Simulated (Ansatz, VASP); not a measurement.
# Cross-check of AlNi between VASP and Ansatz, part 2 of 2

One calculation is typed for both programs; each brings its own data sets. How far apart do they land? The cell is taken from a series of runs on this material, whose earlier steps may have relaxed, scaled, displaced or heated it; both programs get it as it stands.

VASP 6.6.1 and Ansatz 0.2.0.

So far: The structure; Ansatz: zone-centre phonons, LDA.

**3. VASP: zone-centre phonons, LDA**

Level of this step: LDA, no spin polarisation; plane waves and PAW (Al, Ni) (VASP).

The same cell, functional (in two slightly different forms), mesh and smearing now go to VASP, with its own data sets.

Lines of VASP's logs that name or quote its potential files are left out, and so is its time.

Input file INCAR:

```
SYSTEM = AlNi
PREC = Accurate
ENCUT = 600
EDIFF = 1E-08
NELM = 120
ISMEAR = 1
SIGMA = 0.2
LREAL = .FALSE.
ALGO = Normal
GGA = CA
NBANDS = 12
LASPH = .TRUE.
LORBIT = 11
LWAVE = .FALSE.
LCHARG = .FALSE.
ISIF = 2
IBRION = 8
GGA_COMPAT = .FALSE.
KPAR = 2
```

Input file POSCAR:

```
AlNi
1.0
    2.8651441087      0.0000000000      0.0000000000
    0.0000000000      2.8651441087      0.0000000000
    0.0000000000      0.0000000000      2.7469591182
Al Ni
1 1
Direct
    0.0000000000      0.0000000000      0.0000000000
    0.5000000000      0.5000000000      0.5000000000
```

Input file KPOINTS:

```
Automatic mesh
0
Gamma
16 16 16
0 0 0
```

Potentials, in the order of the species: Al and Ni (LDA family, release 64).

The run is started by

```bash
$ mpirun -np 2 vasp_std
```

Numbers of over 12 decimals in the logs are rounded to 6 here.

The log of the run:

```text
[banner, memory and clock lines left out]
running    2 mpi-ranks, on    1 nodes
 distrk:  each k-point on    1 cores,    2 groups
 distr:  one band on    1 cores,    1 groups

 POSCAR found type information on POSCAR AlNi
 POSCAR found :  2 types and       2 ions
 LDA part: xc-table for (Slater(with rela. corr.)+CA(PZ))
 , standard interpolation
 POSCAR, INCAR and KPOINTS ok, starting setup
 FFT: planning ... GRIDC
 FFT: planning ... GRID_SOFT
 FFT: planning ... GRID
 WAVECAR not read
 entering main loop
       N       E                     dE             d eps       ncg     rms          rms(c)
DAV:   1     0.446945836851E+02    0.44695E+02   -0.62262E+03  9764   0.131E+03
DAV:   2    -0.118215741173E+02   -0.56516E+02   -0.52271E+02  9920   0.212E+02
DAV:   3    -0.136251666604E+02   -0.18036E+01   -0.17807E+01 11824   0.440E+01
DAV:   4    -0.136487057310E+02   -0.23539E-01   -0.23527E-01 10932   0.455E+00
DAV:   5    -0.136492958587E+02   -0.59013E-03   -0.59011E-03 11676   0.796E-01    0.122E+01
DAV:   6    -0.151743812206E+02   -0.15251E+01   -0.44774E+01 10820   0.110E+02    0.145E+01
DAV:   7    -0.122172549424E+02    0.29571E+01   -0.13575E+01 10900   0.661E+01    0.103E+00
DAV:   8    -0.122029075591E+02    0.14347E-01   -0.27079E-01 11732   0.594E+00    0.103E+00
DAV:   9    -0.121868484377E+02    0.16059E-01   -0.46668E-02 11800   0.325E+00    0.169E-01
DAV:  10    -0.121864911392E+02    0.35730E-03   -0.10051E-03 11816   0.466E-01    0.848E-02
DAV:  11    -0.121864918607E+02   -0.72148E-06   -0.33987E-05 12300   0.618E-02    0.220E-02
DAV:  12    -0.121864911410E+02    0.71969E-06   -0.33835E-06 13148   0.301E-02    0.484E-03
DAV:  13    -0.121864909779E+02    0.16315E-06   -0.57168E-07 14564   0.859E-03    0.144E-03
DAV:  14    -0.121864909794E+02   -0.15434E-08   -0.16208E-08  7064   0.135E-03
   1 F= -.12186491E+02 E0= -.12186332E+02  d E =-.475455E-03
 Linear response reoptimize wavefunctions to high precision
DAV:   1    -0.121864909789E+02    0.55775E-09   -0.10210E-08 10752   0.177E-03
DAV:   2    -0.121864909789E+02   -0.23647E-10   -0.12000E-10  5584   0.104E-04
 Linear response DOF=           4
 Linear response progress:
  Degree of freedom:   1/  4
       N       E                     dE             d eps       ncg     rms          rms(c)
RMM:   1    -0.612009037729E-02   -0.61201E-02    0.35419E-03 38718   0.687E-01
RMM:   2    -0.577722145479E-02    0.34287E-03   -0.90243E-06 25727   0.248E-01    0.638E-02
RMM:   3    -0.575960961056E-02    0.17612E-04   -0.12394E-04 28547   0.910E-02    0.309E-02
RMM:   4    -0.582832345695E-02   -0.68714E-04   -0.48753E-05 28287   0.544E-02    0.606E-03
RMM:   5    -0.583308533154E-02   -0.47619E-05   -0.38653E-06 28991   0.129E-02    0.154E-03
RMM:   6    -0.583221591222E-02    0.86942E-06   -0.15520E-07 28691   0.307E-03    0.826E-04
RMM:   7    -0.583224741653E-02   -0.31504E-07   -0.17854E-08 27207   0.133E-03    0.649E-04
RMM:   8    -0.583237834940E-02   -0.13093E-06   -0.25933E-09 30555   0.403E-04    0.202E-04
RMM:   9    -0.583239450608E-02   -0.16157E-07   -0.38029E-11 30559   0.119E-04    0.155E-05
RMM:  10    -0.583237592374E-02    0.18582E-07   -0.47771E-11 31444   0.345E-05    0.544E-06
RMM:  11    -0.583237597539E-02   -0.51658E-10    0.27719E-12 30397   0.114E-05    0.109E-06
 first order change of Fermi-energy   0.43094E-04
 force on displaced ion       1 direction 1 :  -6.718   0.000   0.000
 Linear response progress:
  Degree of freedom:   2/  4
       N       E                     dE             d eps       ncg     rms          rms(c)
RMM:   1    -0.531982027575E-02   -0.53198E-02    0.60383E-04 21192   0.607E-01
RMM:   2    -0.505968664644E-02    0.26013E-03   -0.10309E-04 14523   0.211E-01    0.563E-02
RMM:   3    -0.504965335558E-02    0.10033E-04   -0.83072E-05 15782   0.749E-02    0.288E-02
RMM:   4    -0.511147290160E-02   -0.61820E-04   -0.37497E-05 15716   0.474E-02    0.545E-03
RMM:   5    -0.511515048916E-02   -0.36776E-05   -0.25883E-06 16117   0.110E-02    0.187E-03
RMM:   6    -0.511527073252E-02   -0.12024E-06   -0.11831E-07 15010   0.339E-03    0.916E-04
RMM:   7    -0.511532346486E-02   -0.52732E-07   -0.18647E-08 14577   0.184E-03    0.480E-04
RMM:   8    -0.511544201532E-02   -0.11855E-06   -0.56855E-09 16998   0.510E-04    0.229E-04
RMM:   9    -0.511553359607E-02   -0.91581E-07   -0.43320E-10 16927   0.129E-04    0.208E-05
RMM:  10    -0.511551483121E-02    0.18765E-07    0.31018E-11 17005   0.392E-05    0.102E-05
RMM:  11    -0.511551850388E-02   -0.36727E-08   -0.29668E-11 16886   0.138E-05    0.780E-07
 first order change of Fermi-energy  -0.18959E-03
 force on displaced ion       1 direction 3 :   0.000   0.000  -6.584
 Linear response progress:
  Degree of freedom:   3/  4
       N       E                     dE             d eps       ncg     rms          rms(c)
RMM:   1    -0.188467417077E+00   -0.18847E+00   -0.10041E-01 25697   0.270E+00
RMM:   2    -0.186942402606E+00    0.15250E-02   -0.18036E-03 25873   0.529E-01    0.134E-01
RMM:   3    -0.186954064050E+00   -0.11661E-04   -0.14630E-04 27823   0.103E-01    0.787E-02
RMM:   4    -0.187373278867E+00   -0.41921E-03   -0.17864E-04 29925   0.103E-01    0.539E-03
RMM:   5    -0.187355322919E+00    0.17956E-04   -0.35769E-06 30489   0.197E-02    0.317E-03
RMM:   6    -0.187351510865E+00    0.38121E-05   -0.24241E-07 28310   0.586E-03    0.220E-03
RMM:   7    -0.187345157256E+00    0.63536E-05   -0.99722E-08 29306   0.373E-03    0.488E-04
RMM:   8    -0.187341237128E+00    0.39201E-05   -0.97064E-09 31552   0.882E-04    0.109E-04
RMM:   9    -0.187340715168E+00    0.52196E-06   -0.11146E-09 31451   0.239E-04    0.243E-05
RMM:  10    -0.187340503924E+00    0.21124E-06   -0.17583E-10 32425   0.635E-05    0.876E-06
RMM:  11    -0.187340526499E+00   -0.22576E-07   -0.25182E-10 32205   0.250E-05    0.165E-06
RMM:  12    -0.187340518969E+00    0.75296E-08   -0.22421E-10 31936   0.142E-05    0.587E-07
 first order change of Fermi-energy   0.57721E-03
 force on displaced ion       2 direction 1 :  -6.733   0.000   0.000
 Linear response progress:
  Degree of freedom:   4/  4
       N       E                     dE             d eps       ncg     rms          rms(c)
RMM:   1    -0.186454148920E+00   -0.18645E+00   -0.97322E-02 14310   0.270E+00
RMM:   2    -0.185306403381E+00    0.11477E-02   -0.18070E-03 14416   0.512E-01    0.129E-01
RMM:   3    -0.185258703665E+00    0.47700E-04   -0.13759E-04 15452   0.102E-01    0.764E-02
RMM:   4    -0.185608358233E+00   -0.34965E-03   -0.19811E-04 16539   0.111E-01    0.616E-03
RMM:   5    -0.185595980985E+00    0.12377E-04   -0.38729E-06 16745   0.219E-02    0.440E-03
RMM:   6    -0.185588803292E+00    0.71777E-05   -0.23243E-07 15104   0.631E-03    0.281E-03
RMM:   7    -0.185578884440E+00    0.99189E-05   -0.68017E-08 16588   0.277E-03    0.342E-04
RMM:   8    -0.185575592062E+00    0.32924E-05   -0.41646E-09 17619   0.548E-04    0.702E-05
RMM:   9    -0.185575445598E+00    0.14646E-06   -0.91250E-10 17432   0.208E-04    0.282E-05
RMM:  10    -0.185575084451E+00    0.36115E-06   -0.12896E-10 17532   0.714E-05    0.816E-06
RMM:  11    -0.185575133735E+00   -0.49284E-07   -0.25021E-10 17195   0.301E-05    0.142E-06
RMM:  12    -0.185575137345E+00   -0.36097E-08   -0.79409E-11 17478   0.146E-05    0.124E-06
 first order change of Fermi-energy   0.27329E-02
 force on displaced ion       2 direction 3 :   0.000   0.000  -6.590
 Linear response finished
```

From OUTCAR (step 3):

```text
ion  position               nearest neighbor table
   1  0.000  0.000  0.000-   2 2.45   2 2.45   2 2.45   2 2.45   2 2.45   2 2.45   2 2.45   2 2.45

  LATTYP: Found a simple tetragonal cell.
 ALAT       =     2.8651441087
 C/A-ratio  =     0.9587507692

 Subroutine GETGRP returns: Found 16 space group operations
 (whereof 16 operations were pure point group operations)

The static configuration has the point symmetry D_4h.

 Found    405 irreducible k-points:

   k-points           NKPTS =    405   k-points in BZ     NKDIM =    405   number of bands    NBANDS=     12

   dimension x,y,z NGX =    24 NGY =   24 NGZ =   24
   dimension x,y,z NGXF=    48 NGYF=   48 NGZF=   48

   ENCUT  =  600.0 eV  44.10 Ry    6.64 a.u.   5.72  5.72  5.49*2*pi/ulx,y,z

   NELECT =      13.0000    total number of electrons

 k-points in reciprocal lattice and weights: Automatic mesh
   0.00000000  0.00000000  0.00000000       0.000
   0.06250000  0.00000000  0.00000000       0.001
   0.12500000  0.00000000  0.00000000       0.001
   0.18750000  0.00000000  0.00000000       0.001
   0.25000000  0.00000000  0.00000000       0.001
   0.31250000  0.00000000  0.00000000       0.001
   0.37500000  0.00000000  0.00000000       0.001
   0.43750000  0.00000000  0.00000000       0.001
   0.50000000  0.00000000  0.00000000       0.000
[...]
0.50000000  0.43750000  0.50000000       0.001
   0.50000000  0.50000000  0.50000000       0.000

 average (electrostatic) potential at core
       1 -67.5211       2 -80.8672

  Total        0.0432946      0.0432946      0.6909017      0.0000000      0.0000000     -0.0000000
  in kB        3.0760884      3.0760884     49.0887181      0.0000000      0.0000000     -0.0000000
  external PRESSURE =      18.4136317 kB  Pullay stress =       0.0000000 kB

  energy-cutoff  :      600.00
  volume of cell :       22.55
      direct lattice vectors                 reciprocal lattice vectors
     2.865144109  0.000000000  0.000000000     0.349022584  0.000000000  0.000000000
     0.000000000  2.865144109  0.000000000     0.000000000  0.349022584  0.000000000
     0.000000000  0.000000000  2.746959118     0.000000000  0.000000000  0.364038909

 POSITION                                       TOTAL-FORCE (eV/Angst)
 -----------------------------------------------------------------------------------
      0.00000      0.00000      0.00000         0.000000      0.000000      0.000000
      1.43257      1.43257      1.37348         0.000000      0.000000      0.000000
 -----------------------------------------------------------------------------------
    total drift:                                0.000000     -0.000000     -0.000000

 Eigenvectors and eigenvalues of the dynamical matrix
 ----------------------------------------------------

   1 f  =    9.428238 THz    59.239369 2PiTHz  314.492180 cm-1    38.992043 meV
             X         Y         Z           dx          dy          dz
      0.000000  0.000000  0.000000     0.000000    0.827382    0.000000
      1.432572  1.432572  1.373480     0.000000   -0.561640    0.000000

   2 f  =    9.428238 THz    59.239369 2PiTHz  314.492180 cm-1    38.992043 meV
             X         Y         Z           dx          dy          dz
      0.000000  0.000000  0.000000     0.827382    0.000000    0.000000
      1.432572  1.432572  1.373480    -0.561640    0.000000    0.000000

   3 f  =    9.331805 THz    58.633460 2PiTHz  311.275507 cm-1    38.593227 meV
             X         Y         Z           dx          dy          dz
      0.000000  0.000000  0.000000     0.000000    0.000000    0.827581
      1.432572  1.432572  1.373480     0.000000    0.000000   -0.561346

   4 f/i=    0.001733 THz     0.010887 2PiTHz    0.057799 cm-1     0.007166 meV
             X         Y         Z           dx          dy          dz
      0.000000  0.000000  0.000000     0.000000    0.000000   -0.561346
      1.432572  1.432572  1.373480     0.000000    0.000000   -0.827581

   5 f/i=    0.005092 THz     0.031992 2PiTHz    0.169839 cm-1     0.021057 meV
             X         Y         Z           dx          dy          dz
      0.000000  0.000000  0.000000     0.000000   -0.561640    0.000000
      1.432572  1.432572  1.373480     0.000000   -0.827382    0.000000

   6 f/i=    0.005092 THz     0.031992 2PiTHz    0.169839 cm-1     0.021057 meV
             X         Y         Z           dx          dy          dz
      0.000000  0.000000  0.000000    -0.561640    0.000000    0.000000
      1.432572  1.432572  1.373480    -0.827382    0.000000    0.000000

 ELASTIC MODULI CONTR FROM IONIC RELAXATION (kBar)
 Direction    XX          YY          ZZ          XY          YZ          ZX
 --------------------------------------------------------------------------------
 XX           0.0000      0.0000      0.0000      0.0000      0.0000      0.0000
 YY           0.0000      0.0000      0.0000      0.0000      0.0000      0.0000
 ZZ           0.0000      0.0000      0.0000      0.0000      0.0000      0.0000
 XY           0.0000      0.0000      0.0000      0.0000      0.0000      0.0000
 YZ           0.0000      0.0000      0.0000      0.0000      0.0000      0.0000
 ZX           0.0000      0.0000      0.0000      0.0000      0.0000      0.0000
 --------------------------------------------------------------------------------
```

This run has no spin polarisation, so a moment on Ni, if there is one, isn't seen. Its electron count is odd, so without a moment it is a metal by construction.

**4. Differences**

Known differences besides the potentials themselves: the two LDA forms differ slightly; the data sets hold 21 valence electrons in Ansatz (on its PAW soft_1 files) and 13 in VASP; the cutoff is 420 eV in Ansatz and 600 eV in VASP; VASP's log shows a relativistic correction to its local exchange, Ansatz's none. Total energies have different zeros and are not compared.

Both answers:

| quantity | Ansatz | VASP | difference |
| --- | --- | --- | --- |
| optical mode 1 (cm⁻¹) | 309.0 | 311.3 | -0.74 % |
| optical mode 2 to 3 (cm⁻¹) | 311.8 | 314.5 | -0.84 % |

Modes are paired by rising frequency, not by their patterns, so a pair may set unlike modes beside each other; they are those without the splitting of longitudinal modes.

**5. What came out**

```yaml
r_m_s_difference_of_the_optical_zone_centre_modes_each_program_s_sorted_by_frequency_zone_centre_phonons_lda: 2.5 cm⁻¹
difference_in_optical_mode_2_to_3_zone_centre_phonons_lda: -0.8 %
```

**Reading.** The r.m.s. difference of the optical zone-centre modes, each program's sorted by frequency is 2.5 cm⁻¹ (zone-centre phonons, LDA). The data sets hold unlike numbers of valence electrons (21 in Ansatz and 13 in VASP), so part of the differences comes from the potentials. Among the rows given in per cent, the largest difference of the zone-centre phonons, LDA pair is in optical mode 2 to 3, -0.8 %. Such differences can come from data sets, numerical settings and the points named under the comparisons, not from the functional's error against experiment.

[Lines on the potential files, build, host, timing and source positions are cut from VASP's logs without a mark.]

[Logs are printed without paths, hosts, clocks, repeated set-up lines and the standing remarks that a program may print on its own settings, such as how far it seeks lower states.]

[Hosts, paths, dates, database ids (printed as entryN), source tags and the programs' standing remarks are cut or masked in the printed files.]
